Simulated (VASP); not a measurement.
# Si63P (a cell with a defect) in VASP: notebook, part 2 of 2

VASP 6.6.1.

## (3) Hyperfine couplings, PBE, collinear spin, ferromagnetic start

Input file INCAR:

```
  PREC = Accurate
  ENCUT = 350
  EDIFF = 1E-6
  ISMEAR = 0
  SIGMA = 0.01
  LREAL = False
  LASPH = True
  NELM = 120
  ALGO = Normal
  ISIF = 2
  LWAVE = False
  LCHARG = False
  ISPIN = 2
  MAGMOM = 0.5 0 0 0 0 0 0 0 0 0 0 0 0 0 0 0 0 0 0 0 0 0 0 0 0 0 0 0 0 0 0 0 0 0 0 0 0 0 0 0 0 0 0 0 0 0 0 0 0 0 0 0 0 0 0 0 0 0 0 0 0 0 0 0
  LORBIT = 11
  NUPDOWN = 1
  GGA = PE
  LHYPERFINE = True
```

Input file KPOINTS:

```
regular mesh
0
Gamma
  1 1 1
```

Input file POSCAR:

```
Si63P                                   
1.0
   11.1878600000      0.0000000000      0.0000000000
    0.0000000000     11.1878600000      0.0000000000
    0.0000000000      0.0000000000     10.6104360800
  P               Si            
     1    63
Direct
     0.0000000000000000    0.0000000000000000    0.0000000000000000
     0.9987952146257132    0.2494808572091134    0.2489457550764196
     0.2494808572091134    0.9987952146257132    0.2489457550764196
     0.2501213279328816    0.2501213279328816    0.9988548045128336
     0.1257126700540577    0.1257126700540577    0.1246062915682370
     0.1254700536360540    0.3739865204997830    0.3741210143532144
     0.3739865204997830    0.1254700536360540    0.3741210143532144
     0.3746562859638898    0.3746562859638898    0.1252949898289702
     0.0000000000000000    0.0000000000000000    0.5000000000000000
     0.0012047853742867    0.2494808572091134    0.7510542449235805
     0.2494808572091134    0.0012047853742867    0.7510542449235805
     0.2501172346636722    0.2501172346636722    0.4998964081503302
     0.1252010748127376    0.1252010748127376    0.6248880332145045
     0.1253695835556934    0.3753601076488847    0.8748731447169570
     0.3753601076488847    0.1253695835556934    0.8748731447169570
     0.3750833490815014    0.3750833490815014    0.6254065475391754
     0.0000000000000000    0.5000000000000000    0.0000000000000000
     0.0012047853742867    0.7505191427908866    0.2489457550764196
     0.2502044621320683    0.4995701121204008    0.2496523640496323
     0.2501213279328816    0.7498786720671184    0.0011451954871664
     0.1253695835556934    0.6246398923511154    0.1251268552830430
     0.1252010748127376    0.8747989251872624    0.3751119667854954
     0.3750833490815014    0.6249166509184987    0.3745934524608243
     0.3753601076488847    0.8746304164443067    0.1251268552830430
     0.0000000000000000    0.5000000000000000    0.5000000000000000
     0.9987952146257132    0.7505191427908866    0.7510542449235805
     0.2502044621320683    0.5004298878795994    0.7503476359503677
     0.2501172346636722    0.7498827653363279    0.5001035918496698
     0.1254700536360540    0.6260134795002169    0.6258789856467856
     0.1257126700540577    0.8742873299459426    0.8753937084317629
     0.3746562859638898    0.6253437140361101    0.8747050101710299
     0.3739865204997830    0.8745299463639458    0.6258789856467856
     0.5000000000000000    0.0000000000000000    0.0000000000000000
     0.4995701121204008    0.2502044621320683    0.2496523640496323
     0.7505191427908866    0.0012047853742867    0.2489457550764196
     0.7498786720671184    0.2501213279328816    0.0011451954871664
     0.6246398923511154    0.1253695835556934    0.1251268552830430
     0.6249166509184987    0.3750833490815014    0.3745934524608243
     0.8747989251872624    0.1252010748127376    0.3751119667854954
     0.8746304164443067    0.3753601076488847    0.1251268552830430
     0.5000000000000000    0.0000000000000000    0.5000000000000000
     0.5004298878795994    0.2502044621320683    0.7503476359503677
     0.7505191427908866    0.9987952146257132    0.7510542449235805
     0.7498827653363279    0.2501172346636722    0.5001035918496698
     0.6260134795002169    0.1254700536360540    0.6258789856467856
     0.6253437140361101    0.3746562859638898    0.8747050101710299
     0.8742873299459426    0.1257126700540577    0.8753937084317629
     0.8745299463639458    0.3739865204997830    0.6258789856467856
     0.5000000000000000    0.5000000000000000    0.0000000000000000
     0.5004298878795994    0.7497955378679318    0.2496523640496323
     0.7497955378679318    0.5004298878795994    0.2496523640496323
     0.7498786720671184    0.7498786720671184    0.9988548045128336
     0.6253437140361101    0.6253437140361101    0.1252949898289702
     0.6260134795002169    0.8745299463639458    0.3741210143532144
     0.8745299463639458    0.6260134795002169    0.3741210143532144
     0.8742873299459426    0.8742873299459426    0.1246062915682370
     0.5000000000000000    0.5000000000000000    0.5000000000000000
     0.4995701121204008    0.7497955378679318    0.7503476359503677
     0.7497955378679318    0.4995701121204008    0.7503476359503677
     0.7498827653363279    0.7498827653363279    0.4998964081503302
     0.6249166509184987    0.6249166509184987    0.6254065475391754
     0.6246398923511154    0.8746304164443067    0.8748731447169570
     0.8746304164443067    0.6246398923511154    0.8748731447169570
     0.8747989251872624    0.8747989251872624    0.6248880332145045
```

Potentials or basis: VASP PAW PBE potentials, release 64 (P, Si).

Started as:

```
> cat potpaw_PBE.64/P/POTCAR potpaw_PBE.64/Si/POTCAR > POTCAR
> mpirun -np 2 vasp_gam > vasp.out
```

OUTCAR:

```text
PREC = Accurate
   ENCUT = 350
   EDIFF = 1E-6
   ISMEAR = 0
   LREAL = False
   LASPH = True
   NELM = 120
   ISIF = 2
   ISPIN = 2
   LORBIT = 11
   NUPDOWN = 1
   GGA = PE

 ion  position               nearest neighbor table
   1  0.000  0.000  0.000-   5 2.39  30 2.39  47 2.39  56 2.39
   2  0.999  0.249  0.249-  40 2.37  39 2.38   5 2.38   6 2.39
   3  0.249  0.999  0.249-  24 2.37  22 2.38   5 2.38   7 2.39
   4  0.250  0.250  0.999-  14 2.38  15 2.38   5 2.38   8 2.38
   5  0.126  0.126  0.125-   4 2.38   3 2.38   2 2.38   1 2.39
   6  0.125  0.374  0.374-  12 2.38  19 2.38   2 2.39  25 2.40
[... 56 lines left out ...]
  63  0.875  0.625  0.875-  26 2.37  52 2.38  59 2.38  17 2.38
  64  0.875  0.875  0.625-  26 2.38  43 2.38  60 2.38   9 2.38

  LATTYP: Found a simple tetragonal cell.
 ALAT       =    11.1878600000
 C/A-ratio  =     0.9483883495

  Lattice vectors:

 A1 = (  11.1878600000,   0.0000000000,   0.0000000000)
[... 829 lines left out ...]
  ion      A_xx      A_yy      A_zz     asymmetry (A_yy - A_xx)/ A_zz
 ----------------------------------------------------------------------
   1      32.967    32.967    33.518      -0.000
   2       1.382     1.309     1.473      -0.050
   3       1.382     1.309     1.473      -0.050
   4       1.852     1.789     2.039      -0.031
   5      -0.186    -0.056     1.265       0.103
   6       0.479     0.442     0.676      -0.055
[... 56 lines left out ...]
  63       0.273     0.234     0.595      -0.066
  64      -0.111     0.086    -0.138      -1.427
 ---------------------------------------------------------------------

 total charge

# of ion       s       p       d       tot
------------------------------------------
    1        1.027   1.462   0.000   2.489
    2        0.739   0.933   0.000   1.671
    3        0.739   0.933   0.000   1.671
    4        0.739   0.936   0.000   1.675
    5        0.742   0.897   0.000   1.639
    6        0.737   0.931   0.000   1.668
[... 56 lines left out ...]
   63        0.737   0.937   0.000   1.674
   64        0.737   0.937   0.000   1.674
--------------------------------------------------
tot         47.542  60.150   0.000 107.692

 magnetization (x)

# of ion       s       p       d       tot
------------------------------------------
    1        0.022  -0.002   0.000   0.020
    2        0.001  -0.001   0.000  -0.000
    3        0.001  -0.001   0.000  -0.000
    4        0.002  -0.001   0.000   0.001
    5        0.001   0.011   0.000   0.012
    6        0.001   0.001   0.000   0.002
[... 56 lines left out ...]
   63        0.000   0.002   0.000   0.003
   64       -0.000   0.001   0.000   0.001
--------------------------------------------------
tot          0.097   0.068   0.000   0.166
```

Wall time 6.2 min (2 MPI ranks of Intel Xeon 6975P-C (Granite Rapids), shared host); peak memory 0.56 GiB.

What came out:

```
Free energy                                           : -339.7653 eV
Pressure                                              : -1.1 GPa
Largest force                                         : 0.007 eV/Å
Net moment                                            : 1.00 μB per cell
Valence electrons inside the program's atomic spheres : P 2.49; Si 1.67, 1.68, 1.64
```

Forces in eV/Å, atoms in the order of the input:
```
P    0.000  0.000  0.000
Si   0.000 -0.001 -0.001
Si  -0.001  0.000 -0.001
Si   0.000  0.000 -0.002
Si   0.001  0.001 -0.005
Si   0.001  0.000  0.001
Si   0.000  0.001  0.001
Si  -0.002 -0.002  0.000
Si   0.000  0.000  0.000
Si   0.000 -0.001  0.001
Si  -0.001  0.000  0.001
Si  -0.003 -0.003  0.004
Si  -0.001 -0.001  0.004
Si   0.000  0.004 -0.002
Si   0.004  0.000 -0.002
Si  -0.001 -0.001 -0.004
Si   0.000  0.000  0.000
Si   0.000  0.001 -0.001
Si  -0.004  0.000  0.006
Si   0.000  0.000  0.002
Si   0.000 -0.004  0.002
Si  -0.001  0.001 -0.004
Si  -0.001  0.001  0.004
Si   0.004  0.000  0.002
Si   0.000  0.000  0.000
Si   0.000  0.001  0.001
Si  -0.004  0.000 -0.006
Si  -0.003  0.003 -0.004
Si   0.001  0.000 -0.001
Si   0.001 -0.001  0.005
Si  -0.002  0.002  0.000
Si   0.000 -0.001 -0.001
Si   0.000  0.000  0.000
Si   0.000 -0.004  0.006
Si   0.001  0.000 -0.001
Si   0.000  0.000  0.002
Si  -0.004  0.000  0.002
Si   0.001 -0.001  0.004
Si   0.001 -0.001 -0.004
Si   0.000  0.004  0.002
Si   0.000  0.000  0.000
Si   0.000 -0.004 -0.006
Si   0.001  0.000  0.001
Si   0.003 -0.003 -0.004
Si   0.000  0.001 -0.001
Si   0.002 -0.002  0.000
Si  -0.001  0.001  0.005
Si  -0.001  0.000 -0.001
Si   0.000  0.000  0.000
Si   0.000  0.004  0.006
Si   0.004  0.000  0.006
Si   0.000  0.000 -0.002
Si   0.002  0.002  0.000
Si   0.000 -0.001  0.001
Si  -0.001  0.000  0.001
Si  -0.001 -0.001 -0.005
Si   0.000  0.000  0.000
Si   0.000  0.004 -0.006
Si   0.004  0.000 -0.006
Si   0.003  0.003  0.004
Si   0.001  0.001 -0.004
Si  -0.004  0.000 -0.002
Si   0.000 -0.004 -0.002
Si   0.001  0.001  0.004
```

Hyperfine coupling, principal values (MHz):
| atom | values |
| --- | --- |
| 1 P | 33.0, 33.0, 33.5 |
| 2 Si | 1.4, 1.3, 1.5 |
| 3 Si | 1.4, 1.3, 1.5 |
| 4 Si | 1.9, 1.8, 2.0 |
| 5 Si | -0.2, -0.1, 1.3 |
| 6 Si | 0.5, 0.4, 0.7 |
| 7 Si | 0.5, 0.4, 0.7 |
| 8 Si | -0.2, -0.1, 0.4 |
| 9 Si | 1.4, 1.4, 1.5 |
| 10 Si | 1.4, 1.3, 1.5 |
| 11 Si | 1.4, 1.3, 1.5 |
| 12 Si | 0.3, 0.3, 0.4 |
| 13 Si | -0.1, 0.1, -0.1 |
| 14 Si | 0.3, 0.2, 0.6 |
| 15 Si | 0.3, 0.2, 0.6 |
| 16 Si | -0.2, 0.0, -0.2 |
| 17 Si | 2.1, 2.1, 2.2 |
| 18 Si | 1.4, 1.3, 1.5 |
| 19 Si | 2.1, 2.1, 2.2 |
| 20 Si | 1.9, 1.8, 2.0 |
| 21 Si | 0.3, 0.2, 0.6 |
| 22 Si | -0.1, 0.1, -0.1 |
| 23 Si | -0.2, 0.0, -0.2 |
| 24 Si | 0.3, 0.2, 0.6 |
| 25 Si | 9.4, 9.3, 9.5 |
| 26 Si | 1.4, 1.3, 1.5 |
| 27 Si | 2.1, 2.1, 2.2 |
| 28 Si | 0.3, 0.3, 0.4 |
| 29 Si | 0.5, 0.4, 0.7 |
| 30 Si | -0.2, -0.1, 1.3 |
| 31 Si | -0.2, -0.1, 0.4 |
| 32 Si | 0.5, 0.4, 0.7 |
| 33 Si | 2.1, 2.1, 2.2 |
| 34 Si | 2.1, 2.1, 2.2 |
| 35 Si | 1.4, 1.3, 1.5 |
| 36 Si | 1.9, 1.8, 2.0 |
| 37 Si | 0.3, 0.2, 0.6 |
| 38 Si | -0.2, 0.0, -0.2 |
| 39 Si | -0.1, 0.1, -0.1 |
| 40 Si | 0.3, 0.2, 0.6 |
| 41 Si | 9.4, 9.3, 9.5 |
| 42 Si | 2.1, 2.1, 2.2 |
| 43 Si | 1.4, 1.3, 1.5 |
| 44 Si | 0.3, 0.3, 0.4 |
| 45 Si | 0.5, 0.4, 0.7 |
| 46 Si | -0.2, -0.1, 0.4 |
| 47 Si | -0.2, -0.1, 1.3 |
| 48 Si | 0.5, 0.4, 0.7 |
| 49 Si | 12.2, 12.2, 12.5 |
| 50 Si | 2.1, 2.1, 2.2 |
| 51 Si | 2.1, 2.1, 2.2 |
| 52 Si | 1.9, 1.8, 2.0 |
| 53 Si | -0.2, -0.1, 0.4 |
| 54 Si | 0.5, 0.4, 0.7 |
| 55 Si | 0.5, 0.4, 0.7 |
| 56 Si | -0.2, -0.1, 1.3 |
| 57 Si | 1.2, 1.2, 1.3 |
| 58 Si | 2.1, 2.1, 2.2 |
| 59 Si | 2.1, 2.1, 2.2 |
| 60 Si | 0.3, 0.3, 0.4 |
| 61 Si | -0.2, 0.0, -0.2 |
| 62 Si | 0.3, 0.2, 0.6 |
| 63 Si | 0.3, 0.2, 0.6 |
| 64 Si | -0.1, 0.1, -0.1 |

Caveat: the total moment is fixed, so each spin has its own Fermi level.
